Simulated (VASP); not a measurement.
# Mn3InC: accuracy against cost in the plane-wave cutoff and smearing, part 2 of 4

Aim: find what the plane-wave cutoff and smearing change for Mn3InC, and what they cost. The series runs use r2SCAN. The start is a computed cell from the Materials Project.

VASP 6.6.1; r2SCAN, spin-polarised from a ferromagnetic start; plane waves and PAW (Mn_pv, In_d, C).

Still holding for the runs below: The magnetic state follows from one typed start and may not be the lowest. The k-mesh is coarse for a metal.

So far. Step 5 (Plane-wave cutoff: ENCUT = 400): Against the run before the energy moves by +4.74 meV an atom and the pressure by +0.27 GPa, after 16 cycles in 58 s.

### Step 6. Plane-wave cutoff: ENCUT = 460

INCAR

```
SYSTEM = Mn3InC
PREC = Accurate
ENCUT = 460
EDIFF = 1E-06
NELM = 100
ISMEAR = -1
SIGMA = 0.05
LREAL = .FALSE.
ALGO = Normal
METAGGA = R2SCAN
LASPH = .TRUE.
NBANDS = 44
ISPIN = 2
MAGMOM = 4 4 4 0 0
LMAXMIX = 4
LORBIT = 11
LWAVE = .FALSE.
LCHARG = .FALSE.
KPAR = 4
ISIF = 2
```

POSCAR

```
Mn3InC
1.0
    3.9486650000      0.0000000000      0.0000000000
    0.0000000000      3.9486650000      0.0000000000
    0.0000000000      0.0000000000      3.9486650000
Mn In C
3 1 1
Direct
    0.5000000000      0.0000000000      0.0000000000
    0.0000000000      0.0000000000      0.5000000000
    0.0000000000      0.5000000000      0.0000000000
    0.5000000000      0.5000000000      0.5000000000
    0.0000000000      0.0000000000      0.0000000000
```

KPOINTS

```
Automatic mesh
0
Gamma
5 5 5
0 0 0
```

Potentials, in the order of the species: Mn_pv, In_d and C (PBE family, release 64).

Run with:

```bash
$ mpirun -np 4 vasp_std
```

Output:

```text
[... set-up lines as in an earlier step ...]
 entering main loop
       N       E                     dE             d eps       ncg     rms          rms(c)
DAV:   1     0.610412101925E+03    0.61041E+03   -0.28586E+04  1780   0.175E+03
DAV:   2    -0.315342236414E+02   -0.64195E+03   -0.60635E+03  1760   0.491E+02
DAV:   3    -0.903715326759E+02   -0.58837E+02   -0.56125E+02  1848   0.159E+02
DAV:   4    -0.925054412583E+02   -0.21339E+01   -0.21194E+01  1940   0.296E+01
[...]
DAV:  14    -0.773065959632E+02    0.15844E-04   -0.63705E-06  1784   0.163E-02    0.146E-02
DAV:  15    -0.773066105128E+02   -0.14550E-04   -0.90651E-07  1280   0.631E-03    0.913E-03
DAV:  16    -0.773066110841E+02   -0.57132E-06   -0.34393E-07  1044   0.401E-03
   1 F= -.77306611E+02 E0= -.77300541E+02  d E =-.121409E-01  mag=     9.2362
```

It took 59 s on 4 MPI ranks of AMD EPYC 7R43, shared host; peak memory 0.65 GiB.

Parts of OUTCAR (step 6):

```text
  Total        5.1165828      5.1165828      5.1165828     -0.0000000      0.0000000     -0.0000000
  in kB      133.1495544    133.1495544    133.1495544     -0.0000000      0.0000000     -0.0000000
  external PRESSURE =     133.1495544 kB  Pullay stress =       0.0000000 kB

  FREE ENERGIE OF THE ION-ELECTRON SYSTEM (eV)
  ---------------------------------------------------
  free  energy   TOTEN  =       -77.3066110841 eV

  energy  without entropy=      -77.2944701716  energy(sigma->0) =      -77.30054063

 magnetization (x)
# of ion       s       p       d       tot
------------------------------------------
    1        0.015   0.020   3.166   3.201
    2        0.015   0.020   3.166   3.201
    3        0.015   0.020   3.166   3.201
    4       -0.056  -0.187   0.021  -0.221
    5       -0.027  -0.176   0.000  -0.203
--------------------------------------------------
tot         -0.036  -0.304   9.520   9.180

[... 2 parts as in an earlier step ...]

[... 2 further parts left out ...]
[key lines of the parts left out:]
E-fermi :  10.3716
```

Against the run before the energy moves by +3.30 meV an atom and the pressure by +0.79 GPa, after 16 cycles in 59 s.

### Step 7. Plane-wave cutoff: ENCUT = 520

INCAR, as its differences from that of step 6:

```diff
@@ -2,3 +2,3 @@
 PREC = Accurate
-ENCUT = 460
+ENCUT = 520
 EDIFF = 1E-06
```

POSCAR is that of step 6.

KPOINTS is that of step 6.

Run with:

```bash
$ mpirun -np 4 vasp_std
```

Output:

```text
[... set-up lines as in an earlier step ...]
 entering main loop
       N       E                     dE             d eps       ncg     rms          rms(c)
DAV:   1     0.638646608647E+03    0.63865E+03   -0.30820E+04  1788   0.189E+03
DAV:   2    -0.274014868049E+02   -0.66605E+03   -0.62819E+03  1760   0.516E+02
DAV:   3    -0.901767666255E+02   -0.62775E+02   -0.59750E+02  1828   0.167E+02
DAV:   4    -0.924982666436E+02   -0.23215E+01   -0.23034E+01  1992   0.310E+01
[...]
DAV:  14    -0.773031582721E+02    0.16498E-04   -0.60539E-06  1784   0.162E-02    0.143E-02
DAV:  15    -0.773031730222E+02   -0.14750E-04   -0.84971E-07  1228   0.627E-03    0.874E-03
DAV:  16    -0.773031735653E+02   -0.54302E-06   -0.32758E-07  1028   0.395E-03
   1 F= -.77303174E+02 E0= -.77297082E+02  d E =-.121839E-01  mag=     9.2361
```

The job ended after 95 s (4 MPI ranks; peak memory 0.75 GiB; 6.3 min of CPU time).

Parts of OUTCAR (step 7):

```text
  Total        5.2246565      5.2246565      5.2246565      0.0000000      0.0000000     -0.0000000
  in kB      135.9619725    135.9619725    135.9619725      0.0000000      0.0000000     -0.0000000
  external PRESSURE =     135.9619725 kB  Pullay stress =       0.0000000 kB

 POSITION                                       TOTAL-FORCE (eV/Angst)
 -----------------------------------------------------------------------------------
      1.97433      0.00000      0.00000         0.000000      0.000000      0.000000
      0.00000      0.00000      1.97433         0.000000      0.000000      0.000000
      0.00000      1.97433      0.00000         0.000000      0.000000      0.000000
      1.97433      1.97433      1.97433         0.000000      0.000000      0.000000
      0.00000      0.00000      0.00000         0.000000      0.000000      0.000000
 -----------------------------------------------------------------------------------
    total drift:                                0.000000     -0.000000      0.000000

  FREE ENERGIE OF THE ION-ELECTRON SYSTEM (eV)
  ---------------------------------------------------
  free  energy   TOTEN  =       -77.3031735653 eV

  energy  without entropy=      -77.2909896349  energy(sigma->0) =      -77.29708160

 magnetization (x)
# of ion       s       p       d       tot
------------------------------------------
    1        0.016   0.020   3.166   3.201
    2        0.016   0.020   3.166   3.201
    3        0.016   0.020   3.166   3.201
    4       -0.056  -0.187   0.021  -0.221
    5       -0.027  -0.176   0.000  -0.203
--------------------------------------------------
tot         -0.036  -0.304   9.520   9.180

[... 1 part as in an earlier step ...]

[... 2 further parts left out ...]
[key lines of the parts left out:]
E-fermi :  10.3714
```

Against the run before the energy moves by +0.69 meV an atom and the pressure by +0.28 GPa, after 16 cycles in 95 s.

### Step 8. Plane-wave cutoff: ENCUT = 640

INCAR, as its differences from that of step 7:

```diff
@@ -2,3 +2,3 @@
 PREC = Accurate
-ENCUT = 520
+ENCUT = 640
 EDIFF = 1E-06
```

POSCAR is that of step 7.

KPOINTS is that of step 7.

Run with:

```bash
$ mpirun -np 4 vasp_std
```

Output:

```text
[... set-up lines as in an earlier step ...]
 entering main loop
       N       E                     dE             d eps       ncg     rms          rms(c)
DAV:   1     0.687429161633E+03    0.68743E+03   -0.34379E+04  1768   0.216E+03
DAV:   2    -0.199790994773E+02   -0.70741E+03   -0.66908E+03  1760   0.561E+02
DAV:   3    -0.897623122280E+02   -0.69783E+02   -0.65792E+02  1816   0.181E+02
DAV:   4    -0.925014084259E+02   -0.27391E+01   -0.27154E+01  1980   0.343E+01
[...]
DAV:  14    -0.773098890163E+02    0.15106E-04   -0.62897E-06  1768   0.167E-02    0.138E-02
DAV:  15    -0.773099044149E+02   -0.15399E-04   -0.10404E-06  1344   0.677E-03    0.857E-03
DAV:  16    -0.773099043264E+02    0.88488E-07   -0.29546E-07  1028   0.394E-03
   1 F= -.77309904E+02 E0= -.77303810E+02  d E =-.121887E-01  mag=     9.2362
```

The job ended after 2.5 min (4 MPI ranks; peak memory 1.1 GiB).

Parts of OUTCAR (step 8):

```text
  Total        5.2348268      5.2348268      5.2348268     -0.0000000      0.0000000      0.0000000
  in kB      136.2266343    136.2266343    136.2266343     -0.0000000      0.0000000      0.0000000
  external PRESSURE =     136.2266343 kB  Pullay stress =       0.0000000 kB

  FREE ENERGIE OF THE ION-ELECTRON SYSTEM (eV)
  ---------------------------------------------------
  free  energy   TOTEN  =       -77.3099043264 eV

  energy  without entropy=      -77.2977155962  energy(sigma->0) =      -77.30380996

 magnetization (x)
# of ion       s       p       d       tot
------------------------------------------
    1        0.015   0.020   3.166   3.202
    2        0.015   0.020   3.166   3.202
    3        0.015   0.020   3.166   3.202
    4       -0.056  -0.187   0.021  -0.221
    5       -0.027  -0.176   0.000  -0.203
--------------------------------------------------
tot         -0.036  -0.304   9.521   9.181

[... 2 parts as in an earlier step ...]

[... 2 further parts left out ...]
[key lines of the parts left out:]
E-fermi :  10.3705
```

Against the run before the energy moves by -1.35 meV an atom and the pressure by +0.03 GPa, after 16 cycles in 2.5 min.

### Step 9. Plane-wave cutoff: ENCUT = 800

INCAR, as its differences from that of step 8:

```diff
@@ -2,3 +2,3 @@
 PREC = Accurate
-ENCUT = 640
+ENCUT = 800
 EDIFF = 1E-06
```

POSCAR is that of step 8.

KPOINTS is that of step 8.

Run with:

```bash
$ mpirun -np 4 vasp_std
```

Output:

```text
[... set-up lines as in an earlier step ...]
 entering main loop
       N       E                     dE             d eps       ncg     rms          rms(c)
DAV:   1     0.740987188035E+03    0.74099E+03   -0.38987E+04  1784   0.251E+03
DAV:   2    -0.119937407220E+02   -0.75298E+03   -0.71010E+03  1760   0.613E+02
DAV:   3    -0.892694207664E+02   -0.77276E+02   -0.72926E+02  1776   0.197E+02
DAV:   4    -0.924975902651E+02   -0.32282E+01   -0.31967E+01  1972   0.374E+01
[...]
DAV:  14    -0.773188174685E+02    0.15584E-04   -0.62883E-06  1776   0.169E-02    0.141E-02
DAV:  15    -0.773188327314E+02   -0.15263E-04   -0.10206E-06  1292   0.684E-03    0.863E-03
DAV:  16    -0.773188327854E+02   -0.54026E-07   -0.31037E-07  1008   0.423E-03
   1 F= -.77318833E+02 E0= -.77312738E+02  d E =-.121903E-01  mag=     9.2362
```

Wall time 2 min (4 MPI ranks); peak memory 1.1 GiB.

Parts of OUTCAR (step 9):

```text
  Total        5.3012264      5.3012264      5.3012264      0.0000000      0.0000000     -0.0000000
  in kB      137.9545607    137.9545607    137.9545607      0.0000000      0.0000000     -0.0000000
  external PRESSURE =     137.9545607 kB  Pullay stress =       0.0000000 kB

  FREE ENERGIE OF THE ION-ELECTRON SYSTEM (eV)
  ---------------------------------------------------
  free  energy   TOTEN  =       -77.3188327854 eV

  energy  without entropy=      -77.3066424816  energy(sigma->0) =      -77.31273763

 magnetization (x)
# of ion       s       p       d       tot
------------------------------------------
    1        0.016   0.020   3.167   3.202
    2        0.016   0.020   3.167   3.202
    3        0.016   0.020   3.167   3.202
    4       -0.056  -0.187   0.021  -0.221
    5       -0.027  -0.176   0.000  -0.202
--------------------------------------------------
tot         -0.036  -0.304   9.522   9.182

[... 2 parts as in an earlier step ...]

[... 2 further parts left out ...]
[key lines of the parts left out:]
E-fermi :  10.3710
```

Against the run before the energy moves by -1.79 meV an atom and the pressure by +0.17 GPa, after 16 cycles in 2 min.

### Step 10. The plane-wave cutoff series as a table

This step: convergence of r2SCAN results with the cutoff; plane waves and PAW (VASP 6.6.1).

Derived from the runs above.

Differences are taken from the run with ENCUT = 800. Results of the series, by row:

| setting | status | energy less the reference (meV/atom) | pressure (GPa) | moment (μB) | SCF cycles | wall time (s) |
| --- | --- | --- | --- | --- | --- | --- |
| ENCUT = 240 | converged | 44.79 | -18.65 | 9.232 | 18 | 30 |
| ENCUT = 300 | converged | -14.51 | 10.59 | 9.236 | 16 | 38 |
| ENCUT = 360 | converged | -5.601 | 12.25 | 9.236 | 16 | 38 |
| ENCUT = 400 | converged | -0.8568 | 12.52 | 9.236 | 16 | 58 |
| ENCUT = 460 | converged | 2.439 | 13.31 | 9.236 | 16 | 59 |
| ENCUT = 520 | converged | 3.131 | 13.6 | 9.236 | 16 | 95 |
| ENCUT = 640 | converged | 1.786 | 13.62 | 9.236 | 16 | 147 |
| ENCUT = 800 | converged | 0 | 13.8 | 9.236 | 16 | 121 |

### Step 11. Smearing: ISMEAR = 0, SIGMA = 0.01

This step: r2SCAN, spin-polarised from a ferromagnetic start; plane waves and PAW (Mn_pv, In_d, C) (VASP 6.6.1).

Smearing steadies the sum over the Fermi surface at the price of an entropy term.

INCAR, as its differences from that of step 9:

```diff
@@ -2,7 +2,7 @@
 PREC = Accurate
-ENCUT = 800
+ENCUT = 520
 EDIFF = 1E-06
 NELM = 100
-ISMEAR = -1
-SIGMA = 0.05
+ISMEAR = 0
+SIGMA = 0.01
 LREAL = .FALSE.
```

POSCAR is that of step 9.

KPOINTS is that of step 9.

Run with:

```bash
$ mpirun -np 4 vasp_std
```

Output:

```text
[... set-up lines as in an earlier step ...]
 entering main loop
       N       E                     dE             d eps       ncg     rms          rms(c)
DAV:   1     0.638652821114E+03    0.63865E+03   -0.30820E+04  1788   0.189E+03
DAV:   2    -0.273845196971E+02   -0.66604E+03   -0.62822E+03  1760   0.516E+02
DAV:   3    -0.901647361087E+02   -0.62780E+02   -0.59720E+02  1828   0.167E+02
DAV:   4    -0.924870885151E+02   -0.23224E+01   -0.23051E+01  1992   0.310E+01
DAV:   5    -0.925599928414E+02   -0.72904E-01   -0.72885E-01  2348   0.593E+00    0.320E+01
DAV:   6    -0.773873145763E+02    0.15173E+02   -0.31916E+01  1952   0.599E+01    0.181E+01
DAV:   7    -0.772335808273E+02    0.15373E+00   -0.64610E+00  1928   0.235E+01    0.110E+01
DAV:   8    -0.773037740277E+02   -0.70193E-01   -0.30777E-01  1940   0.297E+00    0.539E+00
DAV:   9    -0.772963948936E+02    0.73791E-02   -0.51179E-02  2040   0.177E+00    0.169E+00
DAV:  10    -0.772985761500E+02   -0.21813E-02   -0.10690E-02  1992   0.660E-01    0.547E-01
DAV:  11    -0.772987974484E+02   -0.22130E-03   -0.83577E-04  2116   0.183E-01    0.186E-01
DAV:  12    -0.772987921850E+02    0.52634E-05   -0.13289E-04  2028   0.831E-02    0.833E-02
DAV:  13    -0.772988029890E+02   -0.10804E-04   -0.42575E-05  2072   0.443E-02    0.170E-02
DAV:  14    -0.772987844491E+02    0.18540E-04   -0.57603E-06  1824   0.155E-02    0.149E-02
DAV:  15    -0.772987974479E+02   -0.12999E-04   -0.73278E-07  1164   0.612E-03    0.936E-03
DAV:  16    -0.772987982619E+02   -0.81403E-06   -0.37142E-07  1052   0.414E-03
   1 F= -.77298798E+02 E0= -.77298738E+02  d E =-.120934E-03  mag=     9.2320
```

Wall time 82 s (4 MPI ranks); peak memory 0.75 GiB; 5.4 min of CPU time.

OUTCAR, selected parts (step 11):

```text
   ENCUT  =  520.0 eV  38.22 Ry    6.18 a.u.   7.34  7.34  7.34*2*pi/ulx,y,z

   NELECT =      56.0000    total number of electrons

 E-fermi :  10.2909

 spin component 1
 k-point     1 :       0.0000    0.0000    0.0000
  band No.  band energies     occupation
    ...
     29       8.2104      1.00000
     30       8.7363      1.00000
     31       8.9268      1.00000
     32       8.9268      1.00000
     33       8.9268      1.00000
     34      12.6092      0.00000
     35      13.2829      0.00000
     36      13.2829      0.00000
     37      13.2829      0.00000
     38      15.8013      0.00000
    ...

 k-point     2 :       0.2000    0.0000    0.0000
  band No.  band energies     occupation
    ...
     29       8.2035      1.00000
     30       8.5656      1.00000
     31       8.9272      1.00000
     32       9.3445      1.00000
     33       9.3445      1.00000
     34      12.5153      0.00000
     35      13.1945      0.00000
     36      13.6368      0.00000
     37      13.6368      0.00000
     38      15.9030      0.00000
    ...

  Total        5.2022178      5.2022178      5.2022178      0.0000000      0.0000000     -0.0000000
  in kB      135.3780462    135.3780462    135.3780462      0.0000000      0.0000000     -0.0000000
  external PRESSURE =     135.3780462 kB  Pullay stress =       0.0000000 kB

  FREE ENERGIE OF THE ION-ELECTRON SYSTEM (eV)
  ---------------------------------------------------
  free  energy   TOTEN  =       -77.2987982619 eV

  energy  without entropy=      -77.2986773279  energy(sigma->0) =      -77.29873779

 magnetization (x)
# of ion       s       p       d       tot
------------------------------------------
    1        0.016   0.020   3.165   3.201
    2        0.016   0.020   3.165   3.201
    3        0.016   0.020   3.165   3.201
    4       -0.056  -0.187   0.021  -0.221
    5       -0.027  -0.177   0.000  -0.203
--------------------------------------------------
tot         -0.036  -0.304   9.517   9.178

[... 7 parts as in an earlier step ...]

[... 15 further parts left out ...]
```

This step gave:

* free energy (TOTEN): -77.2988 eV
* energy at zero smearing: -77.2987 eV
* Fermi energy: 10.29 eV
* pressure: 13.54 GPa
* moment of the cell, from the last line of the log: 9.232 μB

The series starts at -15.4597 eV an atom and 13.54 GPa, after 16 cycles in 82 s. The entropy term T·S comes to 0.02 meV an atom in size.

### Step 12. Smearing: ISMEAR = 0, SIGMA = 0.05

INCAR, as its differences from that of step 11:

```diff
@@ -6,3 +6,3 @@
 ISMEAR = 0
-SIGMA = 0.01
+SIGMA = 0.05
 LREAL = .FALSE.
```

POSCAR is that of step 11.

KPOINTS is that of step 11.

Run with:

```bash
$ mpirun -np 4 vasp_std
```

Output:

```text
[... set-up lines as in an earlier step ...]
 entering main loop
       N       E                     dE             d eps       ncg     rms          rms(c)
DAV:   1     0.638651945954E+03    0.63865E+03   -0.30820E+04  1788   0.189E+03
DAV:   2    -0.273878538841E+02   -0.66604E+03   -0.62821E+03  1760   0.516E+02
DAV:   3    -0.901677814532E+02   -0.62780E+02   -0.59710E+02  1828   0.167E+02
DAV:   4    -0.924899892877E+02   -0.23222E+01   -0.23051E+01  1992   0.310E+01
[...]
DAV:  16    -0.772992921729E+02   -0.15648E-05   -0.37421E-07  1040   0.418E-03    0.342E-03
DAV:  17    -0.772992950699E+02   -0.28970E-05   -0.11044E-07   988   0.253E-03    0.726E-04
DAV:  18    -0.772992955257E+02   -0.45586E-06   -0.24156E-08   988   0.118E-03
   1 F= -.77299296E+02 E0= -.77298976E+02  d E =-.638334E-03  mag=     9.2320
```

It took 1.9 min on 4 MPI ranks; peak memory 0.75 GiB; 7.4 min of CPU time.

Parts of OUTCAR (step 12):

```text
  Total        5.2044776      5.2044776      5.2044776     -0.0000000      0.0000000     -0.0000000
  in kB      135.4368542    135.4368542    135.4368542     -0.0000000      0.0000000     -0.0000000
  external PRESSURE =     135.4368542 kB  Pullay stress =       0.0000000 kB

  FREE ENERGIE OF THE ION-ELECTRON SYSTEM (eV)
  ---------------------------------------------------
  free  energy   TOTEN  =       -77.2992955257 eV

  energy  without entropy=      -77.2986571916  energy(sigma->0) =      -77.29897636

[... 4 parts as in an earlier step ...]

[... 1 further part left out ...]
[key lines of the parts left out:]
E-fermi :  10.3414
```

Against the run before the energy at zero width moves by -0.05 meV an atom and the pressure by +0.01 GPa, after 18 cycles in 1.9 min. The entropy term T·S comes to 0.13 meV an atom in size.

### Step 13. Smearing: ISMEAR = 0, SIGMA = 0.1

INCAR, as its differences from that of step 12:

```diff
@@ -6,3 +6,3 @@
 ISMEAR = 0
-SIGMA = 0.05
+SIGMA = 0.1
 LREAL = .FALSE.
```

POSCAR is that of step 12.

KPOINTS is that of step 12.

Run with:

```bash
$ mpirun -np 4 vasp_std
```

Output:

```text
[... set-up lines as in an earlier step ...]
 entering main loop
       N       E                     dE             d eps       ncg     rms          rms(c)
DAV:   1     0.638649185950E+03    0.63865E+03   -0.30820E+04  1788   0.189E+03
DAV:   2    -0.273955723361E+02   -0.66604E+03   -0.62820E+03  1760   0.516E+02
DAV:   3    -0.901726700571E+02   -0.62777E+02   -0.59744E+02  1828   0.167E+02
DAV:   4    -0.924945033842E+02   -0.23218E+01   -0.23038E+01  1992   0.310E+01
[...]
DAV:  14    -0.773007265520E+02    0.18823E-04   -0.56713E-06  1804   0.156E-02    0.144E-02
DAV:  15    -0.773007402772E+02   -0.13725E-04   -0.79071E-07  1196   0.615E-03    0.880E-03
DAV:  16    -0.773007410198E+02   -0.74263E-06   -0.35282E-07  1036   0.407E-03
   1 F= -.77300741E+02 E0= -.77298022E+02  d E =-.543862E-02  mag=     9.2323
```

Run time: 77 s. Hardware: 4 MPI ranks; peak memory 0.71 GiB.

Parts of OUTCAR (step 13):

```text
  Total        5.2094506      5.2094506      5.2094506     -0.0000000     -0.0000000     -0.0000000
  in kB      135.5662663    135.5662663    135.5662663     -0.0000000     -0.0000000     -0.0000000
  external PRESSURE =     135.5662663 kB  Pullay stress =       0.0000000 kB

  FREE ENERGIE OF THE ION-ELECTRON SYSTEM (eV)
  ---------------------------------------------------
  free  energy   TOTEN  =       -77.3007410198 eV

  energy  without entropy=      -77.2953024026  energy(sigma->0) =      -77.29802171

 magnetization (x)
# of ion       s       p       d       tot
------------------------------------------
    1        0.016   0.020   3.165   3.201
    2        0.016   0.020   3.165   3.201
    3        0.016   0.020   3.165   3.201
    4       -0.056  -0.187   0.021  -0.221
    5       -0.027  -0.176   0.000  -0.203
--------------------------------------------------
tot         -0.036  -0.304   9.517   9.177

[... 3 parts as in an earlier step ...]

[... 1 further part left out ...]
[key lines of the parts left out:]
E-fermi :  10.3701
```

Against the run before the energy at zero width moves by +0.19 meV an atom and the pressure by +0.01 GPa, after 16 cycles in 77 s. The entropy term T·S comes to 1.09 meV an atom in size.

(Part 2 of 4 ends here.)

[Lines on the potential files, build, host, timing and source positions are cut from VASP's logs without a mark.]

[Logs are printed without paths, hosts, clocks, repeated set-up lines and the standing remarks that a program may print on its own settings, such as how far it seeks lower states.]

[Hosts, paths, dates, database ids (printed as entryN), source tags and the programs' standing remarks are cut or masked in the printed files.]

[A measured line is paired with the nearest computed mode of its activity, which favours agreement.]
